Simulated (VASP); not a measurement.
Data:

```xyz
2
Lattice="0.0000 2.6589 2.6589 2.6589 0.0000 2.6589 2.6589 2.6589 0.0000" Properties=species:S:1:pos:R:3 pbc="T T T"
K      0.0000     0.0000     0.0000
F      2.6589     2.6589     2.6589
```

Calculation: r2SCAN meta-GGA, VASP's PBE PAW potentials (set 64) (plane waves; VASP). Run with 520 eV cut-off, 9×9×9 Γ-centred mesh, Gaussian smearing of 0.050 eV, potentials K_sv F.

Task: Estimate the energy per atom (σ→0), band gap (on the k-mesh) with the smallest direct gap where there is one.

Result: 
```
Property                                     Result
-----------------------------------  --------------
band gap (on the k-mesh)                    6.91 eV
smallest direct gap (on the k-mesh)         6.91 eV
energy per atom (σ→0)                -7.486 eV/atom
```

The absolute energy has meaning only against runs of the same code, potentials and settings.

The compound is KF in the rock salt structure. It was relaxed first.
